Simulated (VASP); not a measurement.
Runs of VASP 6.6.1 on GeH4. The cell holds a molecule in a box, 5 atoms: a = 12.801 Å, b = 13.301 Å, c = 13.801 Å, α = 90.00°, β = 90.00°, γ = 90.00°. 

```csv
task,level,cell,atoms held fixed (from 0),gap on the mesh (eV),largest force (eV/Å)
relaxation of the atoms,PBE+D3(BJ),atoms relaxed,[0],7.50,-
single point,PBE,as given,-,(a),-
single point,RPBE,as given,-,7.44,0.06
single point,RPBE+D3(BJ),as given,-,7.44,0.04
```

Alike in all rows: potentials or basis VASP PAW PBE potentials, release 64 (Ge_d, H); no spin polarisation; k mesh 1 × 1 × 1; cutoff (eV) 400; smearing gaussian 0.01 eV.

Q: Fill in the values left out.

A: (a) 7.49.

Caveats: the PAW data sets were made with another functional, which shifts forces and pressure a little (some runs).

A k mesh can miss the band edges, and the runs leave out spin-orbit coupling on Ge.
